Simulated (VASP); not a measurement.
```
TaSb
1.0
    0.00000     3.56803     3.56803
    3.56803     0.00000     3.56803
    3.56803     3.56803     0.00000
Ta Sb
1 1
Direct
  0.00000   0.00000   0.00000
  0.25000   0.25000   0.25000
```

All values below come from PBEsol GGA, VASP's PBE PAW potentials (set 64) (plane waves; VASP). Settings: 400 eV cut-off, 8×8×8 Γ-centred mesh, first-order Methfessel-Paxton smearing of 0.10 eV, potentials Ta_pv Sb.

Energy and stress use the plane-wave basis of the starting cell.

### Question
The ions, cell shape and volume are relaxed. Predict the relaxed structure.

### Answer

```
TaSb
1.0
    0.00000     3.10425     3.10425
    3.10425     0.00000     3.10425
    3.10425     3.10425     0.00000
Ta Sb
1 1
Direct
  0.00000   0.00000   0.00000
  0.25000   0.25000   0.25000
```
Space group F-43m (216), at a tolerance of 0.03 Å.

### Question
How do energy and volume change from the first to the last step?

### Answer
The energy (σ→0) changes by -950.6 meV/atom and the volume by -34.1 %, in 6 ionic steps.

The structure was generated: TaSb was put into the zinc blende type (F-43m), which need not be its known phase. This run relaxes it. Symmetry was kept, so distortions that lower it aren't found.
